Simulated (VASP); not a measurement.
Computed with PBEsol GGA, VASP's PBE PAW potentials (set 64) (plane waves; VASP).

A VASP calculation is set up with these files.

INCAR:
```
EDIFF=1E-6
GGA=PS   # PBEsol
EDIFFG=-0.02
NELM=100   # most electronic steps
ALGO=Normal   # blocked Davidson
LREAL=.False.
LWAVE=.False.
LCHARG=.False.
ENCUT=500   # plane-wave cut-off (eV)
SYSTEM=Pb
IBRION=2   # conjugate gradients
NSW=40
LMAXMIX=4
ISMEAR=1
LASPH=.True.
PSTRESS=50
ISIF=3
PREC=Accurate
SIGMA=0.1   # width (eV)
```

**POSCAR**
```
Pb
1.0
  0.0000000000   2.3960816443   2.3960816443
  2.3960816443   0.0000000000   2.3960816443
  2.3960816443   2.3960816443   0.0000000000
Pb
1
Cart
  0.0000000000   0.0000000000   0.0000000000
```

### KPOINTS
```
Automatic mesh
0
Gamma
13 13 13
0 0 0
```

POTCAR, in this order: Pb_d (PBE.64 set). Program: vasp_std.

The run wrote:

OUTCAR:
```
 ion  position               nearest neighbor table
   1  0.000  0.000  0.000-
  LATTYP: Found a face centered cubic cell.
 ALAT       =     4.7921632886
 Subroutine PRICEL returns:
 Original cell was already a primitive cell.
 Subroutine GETGRP returns: Found 48 space group operations
The static configuration has the point symmetry O_h .
The dynamic configuration has the point symmetry O_h .
 Subroutine INISYM returns: Found 48 space group operations
 Subroutine IBZKPT returns following result:
 Found     84 irreducible k-points:

 Following reciprocal coordinates:
            Coordinates               Weight
  0.000000  0.000000  0.000000      1.000000
  0.076923  0.000000  0.000000      8.000000
  0.153846  0.000000  0.000000      8.000000
  0.230769  0.000000  0.000000      8.000000
  0.307692  0.000000  0.000000      8.000000
  0.384615  0.000000  0.000000      8.000000
  0.461538  0.000000  0.000000      8.000000
  0.076923  0.076923  0.000000      6.000000
  0.153846  0.076923  0.000000     24.000000
  0.230769  0.076923  0.000000     24.000000
  0.307692  0.076923  0.000000     24.000000
  0.384615  0.076923  0.000000     24.000000
  0.461538  0.076923  0.000000     24.000000
 -0.461538  0.076923  0.000000     24.000000
 -0.384615  0.076923  0.000000     24.000000
 -0.307692  0.076923  0.000000     24.000000
 -0.230769  0.076923  0.000000     24.000000
 -0.153846  0.076923  0.000000     24.000000
 -0.076923  0.076923  0.000000     12.000000
  0.153846  0.153846  0.000000      6.000000
  0.230769  0.153846  0.000000     24.000000
  0.307692  0.153846  0.000000     24.000000
  0.384615  0.153846  0.000000     24.000000
  0.461538  0.153846  0.000000     24.000000
 -0.461538  0.153846  0.000000     24.000000
 -0.384615  0.153846  0.000000     24.000000
 -0.307692  0.153846  0.000000     24.000000
 -0.230769  0.153846  0.000000     24.000000
 -0.153846  0.153846  0.000000     12.000000
  0.230769  0.230769  0.000000      6.000000
  0.307692  0.230769  0.000000     24.000000
  0.384615  0.230769  0.000000     24.000000
  0.461538  0.230769  0.000000     24.000000
 -0.461538  0.230769  0.000000     24.000000
 -0.384615  0.230769  0.000000     24.000000
 -0.307692  0.230769  0.000000     24.000000
 -0.230769  0.230769  0.000000     12.000000
  0.307692  0.307692  0.000000      6.000000
  0.384615  0.307692  0.000000     24.000000
  0.461538  0.307692  0.000000     24.000000
   k-points           NKPTS =     84   k-points in BZ     NKDIM =     84   number of bands    NBANDS=     11
   number of dos      NEDOS =    301   number of ions     NIONS =      1
   total plane-waves  NPLWV =  21952
   dimension x,y,z NGX =    28 NGY =   28 NGZ =   28
   dimension x,y,z NGXF=    56 NGYF=   56 NGZF=   56
   ions per type =               1
   PREC   = accura    normal or accurate (medium, high low for compatibility)
   ISTART =      0    job   : 0-new  1-cont  2-samecut
   ICHARG =      2    charge: 1-file 2-atom 10-const
   ISPIN  =      1    spin polarized calculation?
   LNONCOLLINEAR =      F non collinear calculations
   LSORBIT =      F    spin-orbit coupling
   INIWAV =      1    electr: 0-lowe 1-rand  2-diag
   ENCUT  =  500.0 eV  36.75 Ry    6.06 a.u.   6.18  6.18  6.18*2*pi/ulx,y,z
   NELM   =    100;   NELMIN=  2; NELMDL= -5     # of ELM steps
   EDIFF  = 0.1E-05   stopping-criterion for ELM
   LREAL  =      F    real-space projection
   NLSPLINE    = F    spline interpolate recip. space projectors
   LMAXMIX     =    4 max onsite mixed and CHGCAR
   VOSKOWN=      0    Vosko Wilk Nusair interpolation
...
```

OSZICAR:
```
       N       E                     dE             d eps       ncg     rms          rms(c)
DAV:   1     0.101277933567E+03    0.10128E+03   -0.73437E+03  1871   0.150E+03
DAV:   2     0.383377982699E+00   -0.10089E+03   -0.98678E+02  1908   0.324E+02
DAV:   3    -0.388193745451E+01   -0.42653E+01   -0.42367E+01  2200   0.790E+01
DAV:   4    -0.397828861234E+01   -0.96351E-01   -0.96329E-01  2244   0.127E+01
DAV:   5    -0.398241039495E+01   -0.41218E-02   -0.41217E-02  2292   0.240E+00    0.695E-01
DAV:   6    -0.396563218842E+01    0.16778E-01   -0.23496E-02  2234   0.312E+00    0.323E-01
DAV:   7    -0.396110356384E+01    0.45286E-02   -0.96774E-03  2202   0.187E+00    0.915E-02
DAV:   8    -0.396076725415E+01    0.33631E-03   -0.43167E-04  2720   0.423E-01    0.968E-03
DAV:   9    -0.396076341190E+01    0.38423E-05   -0.88047E-06  2219   0.636E-02    0.452E-03
DAV:  10    -0.396076266053E+01    0.75137E-06   -0.37273E-07  1229   0.875E-03
   1 F= -.31021560E+01 E0= -.31021207E+01  d E =-.310216E+01
```

OUTCAR:
```
------------------------ aborting loop because EDIFF is reached ----------------------------------------
  FORCE on cell =-STRESS in cart. coord.  units (eV):
  Direction    XX          YY          ZZ          XY          YZ          ZX
  --------------------------------------------------------------------------------------
  Total        0.8541218      0.8541218      0.8541218      0.0000000      0.0000000     -0.0000000
  in kB       49.7388304     49.7388304     49.7388304      0.0000000      0.0000000     -0.0000000
  external PRESSURE =      -0.2611696 kB  Pullay stress =      50.0000000 kB
  volume of cell :       27.51
      direct lattice vectors                 reciprocal lattice vectors
     0.000000000  2.396081644  2.396081644    -0.208674025  0.208674025  0.208674025
     2.396081644  0.000000000  2.396081644     0.208674025 -0.208674025  0.208674025
     2.396081644  2.396081644  0.000000000     0.208674025  0.208674025 -0.208674025
 POSITION                                       TOTAL-FORCE (eV/Angst)
 -----------------------------------------------------------------------------------
      0.00000      0.00000      0.00000         0.000000      0.000000     -0.000000
 -----------------------------------------------------------------------------------
    total drift:                               -0.000000     -0.000000     -0.000000
  FREE ENERGIE OF THE ION-ELECTRON SYSTEM (eV)
  ---------------------------------------------------
  free  energy   TOTEN  =        -3.9607626605 eV

  energy  without entropy=       -3.9606567527  energy(sigma->0) =       -3.96072736
  enthalpy is  TOTEN    =        -3.1021559981 eV   P V=        0.8586066624

 reached required accuracy - stopping structural energy minimisation
```
(Selected blocks of OUTCAR.)

File OUTCAR:
```
 val. band max:        8.2309673903   @ k =  -0.3846   0.3077   0.0769

 cond. band min:       8.3421597290   @ k =  -0.3846   0.4615   0.0769


 Fermi energy:         8.3370357559

 k-point     1 :       0.0000    0.0000    0.0000
  band No.  band energies     occupation
      1      -8.8355      2.00000
      2      -8.8355      2.00000
      3      -8.8355      2.00000
      4      -8.6457      2.00000
      5      -8.6457      2.00000
      6      -4.2315      2.00000
      7      16.4383      0.00000
      8      16.4383      0.00000
      9      16.4383      0.00000
     10      18.0474      0.00000
     11      20.8090      0.00000

 k-point     2 :       0.0769    0.0000    0.0000
  band No.  band energies     occupation
      1      -8.8365      2.00000
      2      -8.8241      2.00000
      3      -8.8241      2.00000
      4      -8.6467      2.00000
      5      -8.6467      2.00000
      6      -4.1055      2.00000
      7      14.9594      0.00000
      8      16.2819      0.00000
      9      16.2819      0.00000
     10      17.8865      0.00000
     11      21.2487      0.00000

 k-point     3 :       0.1538    0.0000    0.0000
  band No.  band energies     occupation
      1      -8.8411      2.00000
      2      -8.7997      2.00000
      3      -8.7997      2.00000
      4      -8.6420      2.00000
      5      -8.6420      2.00000
      6      -3.7256      2.00000
      7      12.3768      0.00000
      8      15.8917      0.00000
      9      15.8917      0.00000
     10      17.7267      0.00000
     11      21.4220      0.00000

 k-point     4 :       0.2308    0.0000    0.0000
  band No.  band energies     occupation
      1      -8.8521      2.00000
      2      -8.7875      2.00000
      3      -8.7875      2.00000
      4      -8.6123      2.00000
      5      -8.6123      2.00000
      6      -3.0899      2.00000
      7       9.7755     -0.00000
      8      15.4090      0.00000
      9      15.4090      0.00000
...
```

Unless said otherwise, spin-orbit coupling is left out, though it shifts the bands of the heavy elements here.

The compound is Pb in the fcc structure. It was relaxed first under an external pressure of 5 GPa.
